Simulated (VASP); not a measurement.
An input for Ansatz (written as the equivalent of a VASP run, and not itself run):

Ansatz 0.2 input:
```yaml
crystal:
  lattice:
    - [0.0000000, 3.0873891, 3.0873891]
    - [3.0873891, 0.0000000, 3.0873891]
    - [3.0873891, 3.0873891, 0.0000000]
  atoms:
    - { symbol: Pb, position: [0.0000000, 0.0000000, 0.0000000] }
    - { symbol: Se, position: [0.5000000, 0.5000000, 0.5000000] }
kpoints:
  mp_grid: { grid: [8, 8, 8] }
hamiltonian:
  xc: r2scan
  pseudopotentials: { kind: paw }
scf:
  occupations: { method: gaussian, width: 0.05 }
  max_iter: 100
output: { forces: true, stress: true, eigenvalues: true }
```

Q: Write the VASP files for the same calculation (r2SCAN).

A: This is not unique; one that fits is 
### INCAR
```
! general
SYSTEM =PbSe
PREC   =Accurate
ENCUT  =480
LREAL  =.False.   ! projection in real space or not
LASPH  =.True.

! electronic loop
EDIFF  =1E-7   ! SCF stop (eV)
NELM   =100   ! most electronic steps
ALGO   =Normal
LMAXMIX=4   ! l cut-off of mixed one-centre charges
LMIXTAU=.True.

! smearing
ISMEAR =0
SIGMA  =0.05   ! width (eV)

! functional
METAGGA=R2SCAN

! ions
ISIF   =2   ! forces and stress, cell fixed

! output
LWAVE  =.False.
LCHARG =.False.
```

POSCAR:
```
PbSe
1
    0.0000000000     3.0873891351     3.0873891351
    3.0873891351     0.0000000000     3.0873891351
    3.0873891351     3.0873891351     0.0000000000
Pb Se
1 1
Direct
  0.0000000000   0.0000000000   0.0000000000
  0.5000000000   0.5000000000   0.5000000000
```

### KPOINTS
```
Automatic mesh
0
Gamma
8 8 8
0 0 0
```

POTCAR, in this order: Pb_d Se (PBE.64 set). Program: vasp_std.

Limits of the translation: each code has its own PAW files, so the cut-off isn't converted (ENCUT is set for VASP's; basis.ecutwfc is left out, and Ansatz then takes the one that its files recommend); Ansatz stops its SCF on the density residual and VASP on the energy change (EDIFF).

The compound is PbSe in the rock salt structure. It was relaxed first.
